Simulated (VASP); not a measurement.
Given:

```
SrO
1.0
    0.00000     2.56698     2.64399
    2.64399     0.00000     2.64399
    2.64399     2.56698     0.00000
Sr O
1 1
Direct
  0.00000   0.00000   0.00000
  0.50000   0.50000   0.50000
```

Calculation: PBEsol GGA, VASP's PBE PAW potentials (set 64) (plane waves; VASP). Settings: 600 eV cut-off, 8×8×8 Γ-centred mesh, Gaussian smearing of 0.050 eV, potentials Sr_sv O.

Estimate the energy per atom (σ→0), pressure.

energy per atom (σ→0): -6.302 eV/atom
pressure: -47.6 kbar

The absolute energy has meaning only against runs of the same code, potentials and settings.

The compound is SrO in the rock salt structure. This cell was strained or had an atom moved on purpose.
